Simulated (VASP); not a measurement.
# RuF2 (Fm-3m) in VASP: further runs

One crystal, RuF2, is run at these levels: LDA+U; tasks: single point.

All numbers are computed with VASP 6.6.1; they aren't measurements. Logs are shortened: lines on timing, memory, paths and dates and some standing lists are left out, and cuts for length are marked.

**1. The crystal as given**

Symmetry: Fm-3m, No. 225, cubic system. The conventional cell has a = 4.817 Å, b = 4.817 Å, c = 4.817 Å, α = 90.00°, β = 90.00°, γ = 90.00°. Ru (site symmetry m-3m) has 8 F at 2.09 Å as nearest neighbours. F (site symmetry -43m) has 4 Ru at 2.09 Å as nearest neighbours.

The cell comes from a database or a generator and needn't be the stable form of this composition.

**2. Single point, LDA+U, collinear spin, ferromagnetic start**

INCAR

```
SYSTEM = RuF2
PREC     = Accurate       ! precision mode
ENCUT    = 520            ! plane-wave cutoff, eV
EDIFF    = 1E-6           ! SCF threshold, eV
ISMEAR   = 0              ! smearing method
SIGMA    = 0.05           ! smearing width, eV
LREAL    = .False.        ! projectors in reciprocal space
LASPH    = .True.         ! aspherical terms in the spheres
NELM     = 80             ! most SCF steps
ALGO     = Fast           ! electronic algorithm
ISIF     = 2              ! what is computed and relaxed
LWAVE    = .False.        ! write WAVECAR
LCHARG   = .False.        ! write CHGCAR
ISPIN    = 2              ! spin polarisation
MAGMOM   = 1 0 0          ! initial moments
LORBIT   = 11             ! projections on sites
LMAXMIX  = 4              ! l up to which the mixer works
LDAU     = .True.         ! DFT+U
LDAUTYPE = 2            
LDAUL    = 2 -1           ! shell
LDAUU    = 6 0            ! U, eV
LDAUJ    = 0 0          
LDAUPRINT= 1            
NBANDS   = 25             ! bands
```

KPOINTS

```
Automatic mesh
0
Gamma
  7 7 7
  0 0 0
```

POSCAR

```
RuF2
1.0
    0.0000000000      2.4087449400      2.4087449400
    2.4087449400      0.0000000000      2.4087449400
    2.4087449400      2.4087449400      0.0000000000
Ru F
1 2
Direct
    0.0000000000      0.0000000000      0.0000000000
    0.2500000000      0.2500000000      0.2500000000
    0.7500000000      0.7500000000      0.7500000000
```

Potentials or basis: VASP PAW LDA potentials, release 64 (Ru_pv, F).

Command:

```bash
cat potpaw_LDA.64/Ru_pv/POTCAR potpaw_LDA.64/F/POTCAR > POTCAR
mpirun -np 1 vasp_std > vasp.out
```

OUTCAR:

```text
SYSTEM = RuF2
   PREC = Accurate
   ENCUT = 520
   EDIFF = 1E-6
   ISMEAR = 0
   LREAL = .False.
   LASPH = .True.
   NELM = 80
   ISIF = 2
   ISPIN = 2
   LORBIT = 11

 ion  position               nearest neighbor table
   1  0.000  0.000  0.000-   3 2.09   3 2.09   3 2.09   2 2.09   3 2.09   2 2.09   2 2.09   2 2.09

   2  0.250  0.250  0.250-   1 2.09   1 2.09   1 2.09   1 2.09
   3  0.750  0.750  0.750-   1 2.09   1 2.09   1 2.09   1 2.09

  LATTYP: Found a face centered cubic cell.
 ALAT       =     4.8174898800

  Lattice vectors:

 A1 = (   0.0000000000,   2.4087449400,   2.4087449400)
 A2 = (   2.4087449400,   0.0000000000,   2.4087449400)
 A3 = (   2.4087449400,   2.4087449400,   0.0000000000)

Analysis of symmetry for initial positions (statically):
=====================================================================
 Subroutine PRICEL returns:
 Original cell was already a primitive cell.

 Routine SETGRP: Setting up the symmetry group for a
 face centered cubic supercell.

 Subroutine GETGRP returns: Found 48 space group operations
 (whereof 48 operations were pure point group operations)
 out of a pool of 48 trial point group operations.

The static configuration has the point symmetry O_h .

Analysis of symmetry for dynamics (positions and initial velocities):
=====================================================================
 Subroutine PRICEL returns:
 Original cell was already a primitive cell.

 Routine SETGRP: Setting up the symmetry group for a
 face centered cubic supercell.

 Subroutine GETGRP returns: Found 48 space group operations
 (whereof 48 operations were pure point group operations)
 out of a pool of 48 trial point group operations.

The dynamic configuration has the point symmetry O_h .

Analysis of structural, dynamic, and magnetic symmetry:
=====================================================================
 Subroutine PRICEL returns:
 Original cell was already a primitive cell.

 Routine SETGRP: Setting up the symmetry group for a
 face centered cubic supercell.

 Subroutine GETGRP returns: Found 48 space group operations
 (whereof 48 operations were pure point group operations)
 out of a pool of 48 trial point group operations.

The overall configuration has the point symmetry O_h .

 Subroutine INISYM returns: Found 48 space group operations
 (whereof 48 operations are pure point group operations),
 and found     1 'primitive' translations

----------------------------------------------------------------------------------------

                                     Primitive cell

  volume of cell :      27.9513

  direct lattice vectors                    reciprocal lattice vectors
     0.000000000  2.408744940  2.408744940    -0.207576980  0.207576980  0.207576980
     2.408744940  0.000000000  2.408744940     0.207576980 -0.207576980  0.207576980
     2.408744940  2.408744940  0.000000000     0.207576980  0.207576980 -0.207576980

  length of vectors
     3.406479762  3.406479762  3.406479762     0.359533876  0.359533876  0.359533876

  position of ions in fractional coordinates (direct lattice)
     0.000000000  0.000000000  0.000000000
     0.250000000  0.250000000  0.250000000
     0.750000000  0.750000000  0.750000000

  ion indices of the primitive-cell ions
   primitive index   ion index
                 1           1
                 2           2
                 3           3

----------------------------------------------------------------------------------------

 KPOINTS: Automatic mesh

Automatic generation of k-mesh.
 Grid dimensions read from file:
 generate k-points for:    7    7    7

 Generating k-lattice:

  Cartesian coordinates                     Fractional coordinates (reciprocal lattice)
    -0.029653854  0.029653854  0.029653854     0.142857143  0.000000000  0.000000000
     0.029653854 -0.029653854  0.029653854     0.000000000  0.142857143  0.000000000
     0.029653854  0.029653854 -0.029653854     0.000000000  0.000000000  0.142857143

  Length of vectors
     0.051361982  0.051361982  0.051361982

  Shift w.r.t. Gamma in fractional coordinates (k-lattice)
     0.000000000  0.000000000  0.000000000

[... 38 lines left out ...]
   ICHARG =      2    charge: 1-file 2-atom 10-const
   ISPIN  =      2    spin polarized calculation?
   LNONCOLLINEAR =      F non collinear calculations
   LSORBIT =      F    spin-orbit coupling
   LASPH  =      T    aspherical Exc in radial PAW
   ENCUT  =  520.0 eV  38.22 Ry    6.18 a.u.   6.33  6.33  6.33*2*pi/ulx,y,z
   NELM   =     80;   NELMIN=  2; NELMDL= -5     # of ELM steps
   EDIFF  = 0.1E-05   stopping-criterion for ELM
   LREAL  =      F    real-space projection
   EDIFFG = 0.1E-04   stopping-criterion for IOM
   NSW    =      0    number of steps for IOM
   IBRION =     -1    ionic relax: 0-MD 1-quasi-New 2-CG
   NFREE  =      0    steps in history (QN), initial steepest desc. (CG)
   ISIF   =      2    stress and relaxation
   ISYM   =      2    0-nonsym 1-usesym 2-fastsym
   POTIM  = 0.5000    time-step for ionic-motion
   TEBEG  =    0.0;   TEEND  =   0.0 temperature during run
   PSTRESS=    0.0 pullay stress
   NELECT =      28.0000    total number of electrons
   NUPDOWN=      -1.0000    fix difference up-down
   EMIN   =  10.00;   EMAX   =-10.00  energy-range for DOS
   EFERMI =   0.00;   METHOD = LEGACY
   ISMEAR =     0;   SIGMA  =   0.05  broadening in eV -4-tet -1-fermi 0-gaus
   EFERMI_NEDOS =   21; number of points for ismear=-14 and -15
   IALGO  =     68    algorithm
   IMIX   =      4    mixing-type and parameters
     AMIX     =   0.40;   BMIX     =  1.00
     AMIX_MAG =   1.60;   BMIX_MAG =  1.00
  volume/ion in A,a.u.               =       9.32        62.87
  Fermi-wavevector in a.u.,A,eV,Ry     =   1.638048  3.095462 36.507181  2.683202
  Thomas-Fermi vector in A             =   2.729086
   LORBIT       =     11    0 simple, 1 ext, 2 COOP (PROOUT), +10 PAW based schemes
 LDA+U is selected, type is set to LDAUTYPE =  2
   angular momentum for each species LDAUL =     2   -1
   U (eV)           for each species LDAUU =   6.0  0.0
   J (eV)           for each species LDAUJ =   0.0  0.0
   GGA     = CA    functional components
   LHFCALC =     F    Hartree Fock is set to
   AEXX    =    0.0000 exact exchange contribution
   IVDW    =     0    specifies the selected vdW correction
   LEPSILON=     F    determine dielectric tensor
   LRPA    =     F    only Hartree local field effects (RPA)
 spin polarized calculation
 RMM-DIIS sequential band-by-band and
 Gauss-broadening in eV      SIGMA  =   0.05
  energy-cutoff  :      520.00
  volume of cell :       27.95
 maximum number of plane-waves:       769
 NGX is ok and might be reduce to    28

atom =   1  type =  1  l = 2

 onsite density matrix

spin component  1

  0.7491 -0.0000 -0.0000 -0.0000 -0.0000
 -0.0000  0.7491  0.0000 -0.0000  0.0000
 -0.0000  0.0000  0.9023 -0.0000 -0.0000
 -0.0000 -0.0000 -0.0000  0.7491  0.0000
 -0.0000  0.0000 -0.0000  0.0000  0.9023

spin component  2

  0.1165  0.0000 -0.0000  0.0000  0.0000
  0.0000  0.1165  0.0000  0.0000  0.0000
 -0.0000  0.0000  0.9019 -0.0000 -0.0000
  0.0000  0.0000 -0.0000  0.1165  0.0000
  0.0000  0.0000 -0.0000  0.0000  0.9019

 occupancies and eigenvectors

  o =  0.1165  v =  0.0000  0.0000  0.0000  0.0000  0.0000  0.0000 -0.0887 -0.0000  0.9961 -0.0000      0.0000  0.0000  0.0000  0.0000  0.0000  0.0000  0.0000  0.0000  0.0000  0.0000
  o =  0.1165  v =  0.0000  0.0000  0.0000  0.0000  0.0000  0.0000 -0.9961 -0.0000 -0.0887  0.0000      0.0000  0.0000  0.0000  0.0000  0.0000  0.0000  0.0000  0.0000  0.0000  0.0000
  o =  0.1165  v =  0.0000  0.0000  0.0000  0.0000  0.0000  1.0000  0.0000  0.0000  0.0000  0.0000      0.0000  0.0000  0.0000  0.0000  0.0000  0.0000  0.0000  0.0000  0.0000  0.0000
  o =  0.7491  v =  0.0000  0.9993  0.0000  0.0385  0.0000  0.0000  0.0000  0.0000  0.0000  0.0000      0.0000  0.0000  0.0000  0.0000  0.0000  0.0000  0.0000  0.0000  0.0000  0.0000
  o =  0.7491  v =  0.0000 -0.0385  0.0000  0.9993  0.0000  0.0000  0.0000  0.0000  0.0000  0.0000      0.0000  0.0000  0.0000  0.0000  0.0000  0.0000  0.0000  0.0000  0.0000  0.0000
  o =  0.7491  v =  1.0000  0.0000  0.0000  0.0000  0.0000  0.0000  0.0000  0.0000  0.0000  0.0000      0.0000  0.0000  0.0000  0.0000  0.0000  0.0000  0.0000  0.0000  0.0000  0.0000
  o =  0.9019  v =  0.0000  0.0000  0.0000  0.0000  0.0000  0.0000 -0.0000 -0.0201 -0.0000 -0.9998      0.0000  0.0000  0.0000  0.0000  0.0000  0.0000  0.0000  0.0000  0.0000  0.0000
  o =  0.9019  v =  0.0000  0.0000  0.0000  0.0000  0.0000  0.0000  0.0000 -0.9998  0.0000  0.0201      0.0000  0.0000  0.0000  0.0000  0.0000  0.0000  0.0000  0.0000  0.0000  0.0000
  o =  0.9023  v =  0.0000 -0.0000 -0.0040 -0.0000  1.0000  0.0000  0.0000  0.0000  0.0000  0.0000      0.0000  0.0000  0.0000  0.0000  0.0000  0.0000  0.0000  0.0000  0.0000  0.0000
  o =  0.9023  v =  0.0000  0.0000 -1.0000  0.0000 -0.0040  0.0000  0.0000  0.0000  0.0000  0.0000      0.0000  0.0000  0.0000  0.0000  0.0000  0.0000  0.0000  0.0000  0.0000  0.0000

 number of electron      28.0000002 magnetization       2.0000233

 Free energy of the ion-electron system (eV)
  ---------------------------------------------------
  ext. energy  EPLUGINS =         0.00000000
  ---------------------------------------------------
  free energy    TOTEN  =       -12.26064028 eV

  energy without entropy =      -12.25684487  energy(sigma->0) =      -12.25874258

 E-fermi :   8.9792     XC(G=0): -13.2415

 val. band max:        8.9477955158   @ k =  -0.2857   0.1429   0.0000
 cond. band min:       8.9845359975   @ k =  -0.4286   0.2857   0.1429
 fundamental gap:      0.0367404817
 Fermi energy:         8.9792488226

 spin component 1

 k-point     1 :       0.0000    0.0000    0.0000
  band No.  band energies     occupation
      1     -33.7259      1.00000
      2     -33.7259      1.00000
      3     -33.7259      1.00000
      4     -18.0989      1.00000
      5     -15.8665      1.00000
      6      -1.8674      1.00000
[... 549 lines left out ...]
     24      28.2057      0.00000
     25      29.0809      0.00000
 Fermi energy:         8.9792488226

 spin component 2

 k-point     1 :       0.0000    0.0000    0.0000
  band No.  band energies     occupation
      1     -32.3952      1.00000
      2     -32.3952      1.00000
      3     -32.3951      1.00000
      4     -18.0040      1.00000
      5     -15.8005      1.00000
      6      -0.6010      1.00000
[... 549 lines left out ...]
     24      28.6629      0.00000
     25      29.5366      0.00000

------------------------ aborting loop because EDIFF is reached ----------------------------------------

  FORCE on cell =-STRESS in cart. coord.  units (eV):
  Direction    XX          YY          ZZ          XY          YZ          ZX
  --------------------------------------------------------------------------------------
  -------------------------------------------------------------------------------------
  Total        9.2029459      9.2029459      9.2029459     -0.0000000     -0.0000000      0.0000000
  in kB      527.5152410    527.5152410    527.5152410     -0.0000000     -0.0000000      0.0000000
  external PRESSURE =     527.5152410 kB  Pullay stress =       0.0000000 kB

 VOLUME and BASIS-vectors are now :
 -----------------------------------------------------------------------------
  energy-cutoff  :      520.00
  volume of cell :       27.95
      direct lattice vectors                 reciprocal lattice vectors
     0.000000000  2.408744940  2.408744940    -0.207576980  0.207576980  0.207576980
     2.408744940  0.000000000  2.408744940     0.207576980 -0.207576980  0.207576980
     2.408744940  2.408744940  0.000000000     0.207576980  0.207576980 -0.207576980

 POSITION                                       TOTAL-FORCE (eV/Angst)
 -----------------------------------------------------------------------------------
      0.00000      0.00000      0.00000        -0.000000     -0.000000     -0.000000
      1.20437      1.20437      1.20437         0.000000      0.000000      0.000000
      3.61312      3.61312      3.61312         0.000000     -0.000000     -0.000000
 -----------------------------------------------------------------------------------
    total drift:                                0.000000      0.000000      0.000000

  FREE ENERGIE OF THE ION-ELECTRON SYSTEM (eV)
  ---------------------------------------------------
  free  energy   TOTEN  =       -12.2606402833 eV

  energy  without entropy=      -12.2568448730  energy(sigma->0) =      -12.25874258

 total charge

# of ion       s       p       d       tot
------------------------------------------
    1        0.218   6.198   6.154  12.569
    2        1.743   4.380   0.000   6.123
    3        1.743   4.380   0.000   6.123
--------------------------------------------------
tot          3.704  14.958   6.154  24.816

 magnetization (x)

# of ion       s       p       d       tot
------------------------------------------
    1        0.005   0.014   1.891   1.911
    2        0.019  -0.008   0.000   0.011
    3        0.019  -0.008   0.000   0.011
--------------------------------------------------
tot          0.044  -0.003   1.891   1.933
```

Wall time 53 s (1 thread of Intel Xeon Platinum 8259CL at 2.50GHz (Skylake/Cascade Lake), shared host); peak memory 0.16 GiB.

What came out:

```
Free energy                                           : -12.2606 eV
Pressure                                              : 52.8 GPa
Band gap on the k mesh                                : none (metal or under the smearing width)
Net moment                                            : 2.00 μB per cell
Site moments                                          : Ru +1.91; F +0.01 μB
Valence electrons inside the program's atomic spheres : Ru 12.57; F 6.12
```

Eigenvalues of the final occupation matrices:
```csv
site,spin,trace,eigenvalues
site 1 d,1,4.05,0.75 0.75 0.75 0.90 0.90
site 1 d,2,2.15,0.12 0.12 0.12 0.90 0.90
```

Caveat: a pressure of tens of GPa on the cell as given is suspect, and the run, the potentials or the cell itself is likely at fault.

**3. Single point, LDA+U, collinear spin, antiferromagnetic start**

This run uses another cell than the first one: it holds 6 atoms, not 3.

INCAR

```
PREC = Accurate ; ENCUT = 520
EDIFF = 1E-7 ; ISMEAR = 0
SIGMA = 0.05 ; LREAL = F
LASPH = T ; NELM = 100
ALGO = Normal ; ISIF = 2
LWAVE = F ; LCHARG = F
ISPIN = 2 ; MAGMOM = 1 -1 0 0 0 0
LORBIT = 11 ; LMAXMIX = 4
LDAU = T ; LDAUTYPE = 2
LDAUL = 2 -1 ; LDAUU = 6 0
LDAUJ = 0 0 ; LDAUPRINT = 1
GGA = CA ; NBANDS = 41
```

KPOINTS

```
Automatic mesh
0
Gamma
  7 7 7
```

POSCAR

```
RuF2
1.0
    2.4087449400      2.4087449400      4.8174898800
    2.4087449400     -2.4087449400      0.0000000000
    2.4087449400      2.4087449400      0.0000000000
Ru F
2 4
Direct
    0.0000000000      0.0000000000      0.0000000000
    0.5000000000      0.5000000000      0.0000000000
    0.2500000000      0.0000000000      0.2500000000
    0.7500000000      0.5000000000      0.2500000000
    0.7500000000      0.0000000000      0.7500000000
    0.2500000000      0.5000000000      0.7500000000
```

Potentials or basis: VASP PAW LDA potentials, release 64 (Ru_pv, F).

Command:

```bash
cat potpaw_LDA.64/Ru_pv/POTCAR potpaw_LDA.64/F/POTCAR > POTCAR
mpirun -np 1 vasp_std > vasp.out
```

OUTCAR:

```text
PREC = Accurate
   ENCUT = 520
   EDIFF = 1E-7
   ISMEAR = 0
   LREAL = F
   LASPH = T
   NELM = 100
   ISIF = 2
   ISPIN = 2
   LORBIT = 11
   GGA = CA

 ion  position               nearest neighbor table
   1  0.000  0.000  0.000-   5 2.09   3 2.09   4 2.09   5 2.09   6 2.09   3 2.09   4 2.09   6 2.09

   2  0.500  0.500  0.000-   6 2.09   3 2.09   4 2.09   5 2.09   6 2.09   4 2.09   3 2.09   5 2.09

   3  0.250  0.000  0.250-   1 2.09   1 2.09   2 2.09   2 2.09
   4  0.750  0.500  0.250-   2 2.09   1 2.09   2 2.09   1 2.09
   5  0.750  0.000  0.750-   1 2.09   2 2.09   1 2.09   2 2.09
   6  0.250  0.500  0.750-   1 2.09   2 2.09   2 2.09   1 2.09

[... 2406 lines left out ...]
      0.00000      0.00000      0.00000        -0.000000      0.000000     -0.000000
      2.40874      0.00000      2.40874        -0.000000      0.000000     -0.000000
      1.20437      1.20437      1.20437        -0.000000      0.000000      0.000000
      3.61312      1.20437      3.61312         0.000000      0.000000      0.000000
      3.61312      3.61312      3.61312         0.000000     -0.000000     -0.000000
      3.61312      1.20437      1.20437        -0.000000     -0.000000      0.000000
 -----------------------------------------------------------------------------------
    total drift:                                0.000000      0.000000      0.000000

  FREE ENERGIE OF THE ION-ELECTRON SYSTEM (eV)
  ---------------------------------------------------
  free  energy   TOTEN  =       -24.6090436774 eV

  energy  without entropy=      -24.6040699285  energy(sigma->0) =      -24.60655680

 total charge

# of ion       s       p       d       tot
------------------------------------------
    1        0.220   6.198   6.143  12.561
    2        0.220   6.198   6.143  12.561
    3        1.745   4.383   0.000   6.127
    4        1.745   4.383   0.000   6.127
    5        1.745   4.383   0.000   6.127
    6        1.745   4.383   0.000   6.127
--------------------------------------------------
tot          7.418  29.927  12.286  49.630

 magnetization (x)

# of ion       s       p       d       tot
------------------------------------------
    1        0.005   0.007   1.833   1.845
    2       -0.005  -0.007  -1.833  -1.845
    3        0.000   0.000   0.000   0.000
    4        0.000   0.000   0.000   0.000
    5        0.000   0.000   0.000   0.000
    6        0.000   0.000   0.000   0.000
--------------------------------------------------
tot          0.000   0.000  -0.000  -0.000
```

It took 4.9 min on 1 thread of Intel Xeon Platinum 8259CL at 2.50GHz (Skylake/Cascade Lake), shared host; peak memory 0.26 GiB.

What came out:

* Free energy: -24.6090 eV
* Pressure: 54.0 GPa
* Band gap on the k mesh: none (metal or under the smearing width)
* Net moment: 0.00 μB per cell
* Site moments: Ru +1.84, -1.84; F +0.00 μB
* Valence electrons inside the program's atomic spheres: Ru 12.56; F 6.13

Eigenvalues of the final occupation matrices:
```
    site  spin  trace               eigenvalues
site 1 d     1   4.02  0.61 0.61 0.91 0.91 0.97
site 1 d     2   2.18  0.13 0.13 0.13 0.88 0.90
site 2 d     1   2.18  0.13 0.13 0.13 0.88 0.90
site 2 d     2   4.02  0.61 0.61 0.91 0.91 0.97
```

Caveat: a pressure of tens of GPa on the cell as given is suspect, and the run, the potentials or the cell itself is likely at fault. The state reached can hang on the start; a lower one may exist.
